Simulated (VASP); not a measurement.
These are MS2 meta-GGA, VASP's PBE PAW potentials (set 64) (plane waves; VASP) values and carry that method's errors.

The input files of a VASP run:

### KPOINTS_OPT
```
k-points along high-symmetry lines
10
Line-mode
Reciprocal
  0.000000   0.000000   0.000000 ! GAMMA
  0.500000  -0.500000   0.500000 ! H

  0.500000  -0.500000   0.500000 ! H
  0.000000  -0.000000   0.500000 ! N

  0.000000  -0.000000   0.500000 ! N
  0.000000   0.000000   0.000000 ! GAMMA

  0.000000   0.000000   0.000000 ! GAMMA
  0.250000   0.250000   0.250000 ! P

  0.250000   0.250000   0.250000 ! P
  0.500000  -0.500000   0.500000 ! H

  0.250000   0.250000   0.250000 ! P
  0.000000  -0.000000   0.500000 ! N
```

**INCAR**
```
! general
SYSTEM =Na
PREC   =Accurate
ENCUT  =520
LREAL  =.False.
LASPH  =.True.

! electronic loop
EDIFF  =1E-7
NELM   =100
ALGO   =Normal
LMIXTAU=.True.

! smearing
ISMEAR =-5

! functional
METAGGA=MS2

! ions
ISIF   =2

! output
LWAVE  =.False.
LCHARG =.False.
LORBIT =11
NEDOS  =601
```

**POSCAR**
```
Na
1
   -2.1208748550     2.1208748550     2.1208748550
    2.1208748550    -2.1208748550     2.1208748550
    2.1208748550     2.1208748550    -2.1208748550
Na
1
Direct
  0.0000000000   0.0000000000   0.0000000000
```

File KPOINTS:
```
Automatic
0
gamma
  14 14 14
0 0 0
```

POTCAR, in this order: Na_pv (PBE.64 set). Program: vasp_std.

The run wrote:

### OSZICAR
```
       N       E                     dE             d eps       ncg     rms          rms(c)
DAV:   1     0.157971409668E+02    0.15797E+02   -0.38094E+03  1477   0.790E+02
DAV:   2    -0.489318676733E+01   -0.20690E+02   -0.20682E+02  1526   0.138E+02
DAV:   3    -0.531439818943E+01   -0.42121E+00   -0.42121E+00  2009   0.286E+01
DAV:   4    -0.531812531162E+01   -0.37271E-02   -0.37272E-02  1701   0.232E+00
DAV:   5    -0.531818285719E+01   -0.57546E-04   -0.57548E-04  2002   0.247E-01    0.289E-01
DAV:   6    -0.430683477415E+01    0.10113E+01   -0.85475E-01  1456   0.135E+01    0.224E-01
DAV:   7    -0.469147591303E+01   -0.38464E+00   -0.26137E-01  1456   0.685E+00    0.124E-01
DAV:   8    -0.448164023859E+01    0.20984E+00   -0.60444E-02  1456   0.202E+00    0.590E-02
DAV:   9    -0.462284484374E+01   -0.14120E+00   -0.77485E-02  1456   0.334E+00    0.424E-02
DAV:  10    -0.459660642159E+01    0.26238E-01   -0.89089E-03  1456   0.154E+00    0.278E-02
DAV:  11    -0.443438450153E+01    0.16222E+00   -0.14476E-01  1456   0.451E+00    0.133E-02
DAV:  12    -0.454584582202E+01   -0.11146E+00   -0.81139E-02  1456   0.296E+00    0.156E-02
DAV:  13    -0.455101890611E+01   -0.51731E-02   -0.15689E-03  1463   0.618E-01    0.149E-02
DAV:  14    -0.445993639412E+01    0.91083E-01   -0.11142E-01  1456   0.391E+00    0.645E-03
DAV:  15    -0.446224302789E+01   -0.23066E-02   -0.61970E-04  1932   0.352E-01    0.579E-03
DAV:  16    -0.449174512353E+01   -0.29502E-01   -0.60608E-02  1456   0.217E+00    0.243E-02
DAV:  17    -0.449463885860E+01   -0.28937E-02   -0.43295E-03  1491   0.531E-01    0.263E-02
DAV:  18    -0.449478278721E+01   -0.14393E-03   -0.78394E-05  2121   0.735E-02    0.290E-02
DAV:  19    -0.449492992810E+01   -0.14714E-03   -0.27042E-05  1484   0.442E-02    0.284E-02
DAV:  20    -0.449487804329E+01    0.51885E-04   -0.39733E-06  1526   0.235E-02    0.263E-02
DAV:  21    -0.449537780994E+01   -0.49977E-03   -0.61154E-04  1456   0.234E-01    0.124E-02
DAV:  22    -0.449514404581E+01    0.23376E-03   -0.23006E-04  1456   0.138E-01    0.693E-03
DAV:  23    -0.449531715764E+01   -0.17311E-03   -0.17112E-04  1470   0.102E-01    0.677E-03
DAV:  24    -0.449520969317E+01    0.10746E-03   -0.66456E-05  1456   0.576E-02    0.671E-03
DAV:  25    -0.449518726472E+01    0.22428E-04   -0.79776E-06  1505   0.372E-02    0.660E-03
DAV:  26    -0.449527683045E+01   -0.89566E-04   -0.49216E-05  1456   0.579E-02    0.509E-03
DAV:  27    -0.449528674712E+01   -0.99167E-05   -0.47311E-06  1484   0.280E-02    0.399E-03
DAV:  28    -0.449531682987E+01   -0.30083E-04   -0.90760E-06  1456   0.257E-02    0.324E-03
DAV:  29    -0.449534987019E+01   -0.33040E-04   -0.48015E-05  1456   0.513E-02    0.188E-03
DAV:  30    -0.449534962945E+01    0.24074E-06   -0.10161E-06  1673   0.115E-02    0.104E-03
DAV:  31    -0.449534974700E+01   -0.11755E-06   -0.10999E-07  1512   0.460E-03    0.765E-04
DAV:  32    -0.449535051435E+01   -0.76734E-06   -0.16088E-07  1456   0.582E-03    0.492E-04
DAV:  33    -0.449535100395E+01   -0.48961E-06   -0.17054E-07  1477   0.411E-03    0.536E-04
DAV:  34    -0.449535088626E+01    0.11769E-06   -0.91805E-08  1456   0.365E-03    0.331E-04
DAV:  35    -0.449535070125E+01    0.18500E-06   -0.35317E-08  1470   0.183E-03    0.211E-04
DAV:  36    -0.449535062383E+01    0.77427E-07   -0.12891E-08  1484   0.127E-03
   1 F= -.44953506E+01 E0= -.44953506E+01  d E =0.000000E+00
       N       E                     dE             ncg
```

File OUTCAR:
```
------------------------ aborting loop because EDIFF is reached ----------------------------------------
  FORCE on cell =-STRESS in cart. coord.  units (eV):
  Direction    XX          YY          ZZ          XY          YZ          ZX
  --------------------------------------------------------------------------------------
  Total       -0.0003754     -0.0003754     -0.0003754     -0.0000000     -0.0000000      0.0000000
  in kB       -0.0157627     -0.0157627     -0.0157627     -0.0000000     -0.0000000      0.0000000
  external PRESSURE =      -0.0157627 kB  Pullay stress =       0.0000000 kB
  volume of cell :       38.16
      direct lattice vectors                 reciprocal lattice vectors
    -2.120874855  2.120874855  2.120874855     0.000000000  0.235751770  0.235751770
     2.120874855 -2.120874855  2.120874855     0.235751770  0.000000000  0.235751770
     2.120874855  2.120874855 -2.120874855     0.235751770  0.235751770  0.000000000
 POSITION                                       TOTAL-FORCE (eV/Angst)
 -----------------------------------------------------------------------------------
      0.00000      0.00000      0.00000         0.000000     -0.000000      0.000000
 -----------------------------------------------------------------------------------
    total drift:                               -0.000000     -0.000000      0.000000
  FREE ENERGIE OF THE ION-ELECTRON SYSTEM (eV)
  ---------------------------------------------------
  free  energy   TOTEN  =        -4.4953506238 eV

  energy  without entropy=       -4.4953506238  energy(sigma->0) =       -4.49535062

 total charge

# of ion       s       p       d       tot
------------------------------------------
    1        0.111   5.969   0.000   6.081
```
(Selected blocks of OUTCAR.)

For a metal the tetrahedron method with Blöchl corrections gives inexact stress and forces.

The compound is Na in the bcc structure. It was relaxed first.
